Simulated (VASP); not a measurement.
Method: r2SCAN meta-GGA, VASP's PBE PAW potentials (set 64) (plane waves; VASP).

Input for VASP

**INCAR**
```
SYSTEM = NaI
PREC = Accurate; ENCUT = 400; LREAL = F
LASPH = T
EDIFF = 1E-6; NELM = 100; ALGO = Normal
LMAXMIX = 4; LMIXTAU = T
ISMEAR = 0; SIGMA = 0.05
METAGGA = R2SCAN
IBRION = 2; NSW = 60; ISIF = 3
EDIFFG = -0.01
LWAVE = F; LCHARG = F
```

File KPOINTS:
```
Regular mesh
0
gamma
  7 7 7
0 0 0
```

File POSCAR:
```
NaI
1
    0.0000000000     3.2350000000     3.2350000000
    3.2350000000     0.0000000000     3.2350000000
    3.2350000000     3.2350000000     0.0000000000
Na I
1 1
Direct
  0.0000000000   0.0000000000   0.0000000000
  0.5000000000   0.5000000000   0.5000000000
```

POTCAR, in this order: Na_pv I (PBE.64 set). Program: vasp_std.

**Question.** What will the output report for the number of irreducible k-points (NKPTS), largest plane-wave count, number of space-group operations, FFT grid (NGX, NGY, NGZ)?

**Answer.** 
```
Item                                          Result
--------------------------------------  ------------
number of irreducible k-points (NKPTS)            20
largest plane-wave count                        1246
number of space-group operations                  48
FFT grid (NGX, NGY, NGZ)                30 × 30 × 30
```

The compound is NaI in the rock salt structure. This run relaxes it. Symmetry was kept, so distortions that lower it aren't found.
